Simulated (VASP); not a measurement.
Input of a VASP 6.6.1 run:

File INCAR:

```
SYSTEM = Sn
  ALGO = Fast
  EDIFF = 1E-7
  ENCUT = 520
  GGA = CA
  ISIF = 2
  ISMEAR = 0
  LASPH = .TRUE.
  LCHARG = .FALSE.
  LREAL = .FALSE.
  LWAVE = .FALSE.
  NELM = 80
  PREC = Accurate
  SIGMA = 0.03
```

The input KPOINTS:

```
k-points
0
G
  10 10 10
  0 0 0
```

POSCAR

```
Sn                                      
1.0
    0.0000000000      3.2685833775      3.2685833775
    3.2685833775      0.0000000000      3.2685833775
    3.2685833775      3.2685833775      0.0000000000
  Sn            
     2
Direct
     0.0000000000000000    0.0000000000000000    0.0000000000000000
     0.2500000000000000    0.2500000000000000    0.2500000000000000
```

KPOINTS_OPT

```
explicit points
252
Reciprocal
 0.0000000000  0.0000000000  0.0000000000 1
 0.0357142857  0.0000000000  0.0357142857 1
 0.0714285714  0.0000000000  0.0714285714 1
 0.1071428571  0.0000000000  0.1071428571 1
 0.1428571429  0.0000000000  0.1428571429 1
 0.1785714286  0.0000000000  0.1785714286 1
[... 244 lines left out ...]
 0.4872642400  0.0127357600  0.5000000000 1
 0.5127357600 -0.0127357600  0.5000000000 1
```

Potentials or basis: VASP PAW LDA potentials, release 64 (Sn_d).

Launch:

```console
$ cat potpaw_LDA.64/Sn_d/POTCAR > POTCAR
$ mpirun -np 1 vasp_std > vasp.out
```

(1) Estimate the pressure.

(2) Predict the band gap along the path.

Results:

(1) -1.2 GPa.

(2) none (metal or under the smearing width).

Caveat: spin-orbit coupling is left out, which moves the levels of the heavy elements.
